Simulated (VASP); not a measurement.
Calculation: PW91 GGA, VASP's PBE PAW potentials (set 64) (plane waves; VASP).

A VASP calculation is set up with these files.

INCAR:
```
! general
SYSTEM   =  FeAl
PREC     =  Accurate
ENCUT    =  520
LREAL    =  .FALSE.
LASPH    =  .TRUE.

! electronic loop
EDIFF    =  1E-7
NELM     =  100
ALGO     =  Normal
LMAXMIX  =  4

! smearing
ISMEAR   =  1
SIGMA    =  0.1

! functional
GGA      =  91

! ions
ISIF     =  2

! output
LWAVE    =  .FALSE.
LCHARG   =  .FALSE.
```

### KPOINTS
```
Automatic mesh
0
Gamma
13 13 13
0 0 0
```

### POSCAR
```
FeAl
1.0
  2.8685339374   0.0000000000   0.0000000000
  0.0000000000   2.8685339374   0.0000000000
  0.0000000000   0.0000000000   2.8685339374
Al Fe
1 1
Cartesian
  1.4342669687   1.4342669687   1.4342669687
  0.0000000000   0.0000000000   0.0000000000
```

POTCAR, in this order: Al Fe (PBE.64 set). Program: vasp_std.

Output of the run:

File OSZICAR:
```
       N       E                     dE             d eps       ncg     rms          rms(c)
DAV:   1     0.330615039908E+02    0.33062E+02   -0.51504E+03  1512   0.125E+03
DAV:   2    -0.131135541083E+02   -0.46175E+02   -0.44333E+02  1521   0.182E+02
DAV:   3    -0.143622478503E+02   -0.12487E+01   -0.12238E+01  1757   0.406E+01
DAV:   4    -0.143868952888E+02   -0.24647E-01   -0.24627E-01  1954   0.515E+00
DAV:   5    -0.143873644744E+02   -0.46919E-03   -0.46917E-03  1804   0.637E-01    0.135E+01
DAV:   6    -0.163162058527E+02   -0.19288E+01   -0.71074E+01  1707   0.132E+02    0.175E+01
DAV:   7    -0.125887350138E+02    0.37275E+01   -0.34697E+01  1674   0.822E+01    0.243E+00
DAV:   8    -0.125617734816E+02    0.26962E-01   -0.19652E-01  1653   0.550E+00    0.138E+00
DAV:   9    -0.125490143891E+02    0.12759E-01   -0.39339E-02  1843   0.307E+00    0.327E-01
DAV:  10    -0.125486855551E+02    0.32883E-03   -0.91411E-04  1973   0.414E-01    0.151E-01
DAV:  11    -0.125486768255E+02    0.87296E-05   -0.21710E-05  1737   0.464E-02    0.774E-03
DAV:  12    -0.125486762170E+02    0.60857E-06   -0.46808E-06  2128   0.303E-02    0.492E-03
DAV:  13    -0.125486761354E+02    0.81543E-07   -0.18867E-07   830   0.530E-03
   1 F= -.12548676E+02 E0= -.12548386E+02  d E =-.870538E-03
```

### OUTCAR
```
------------------------ aborting loop because EDIFF is reached ----------------------------------------
  FORCE on cell =-STRESS in cart. coord.  units (eV):
  Direction    XX          YY          ZZ          XY          YZ          ZX
  --------------------------------------------------------------------------------------
  Total        0.0083364      0.0083364      0.0083364      0.0000000     -0.0000000     -0.0000000
  in kB        0.5658600      0.5658600      0.5658600      0.0000000     -0.0000000     -0.0000000
  external PRESSURE =       0.5658600 kB  Pullay stress =       0.0000000 kB
  volume of cell :       23.60
      direct lattice vectors                 reciprocal lattice vectors
     2.868533937  0.000000000  0.000000000     0.348610134  0.000000000  0.000000000
     0.000000000  2.868533937  0.000000000     0.000000000  0.348610134  0.000000000
     0.000000000  0.000000000  2.868533937     0.000000000  0.000000000  0.348610134
 POSITION                                       TOTAL-FORCE (eV/Angst)
 -----------------------------------------------------------------------------------
      1.43427      1.43427      1.43427         0.000000      0.000000      0.000000
      0.00000      0.00000      0.00000         0.000000      0.000000      0.000000
 -----------------------------------------------------------------------------------
    total drift:                               -0.000000      0.000000      0.000000
  FREE ENERGIE OF THE ION-ELECTRON SYSTEM (eV)
  ---------------------------------------------------
  free  energy   TOTEN  =       -12.5486761354 eV

  energy  without entropy=      -12.5478055970  energy(sigma->0) =      -12.54838596
```
(Selected blocks of OUTCAR.)

The compound is FeAl in the CsCl type structure. It was relaxed first. The run is not spin-polarised, so no magnetic state was tried. The electron count is odd and the run is not spin-polarised, which forces a metal.
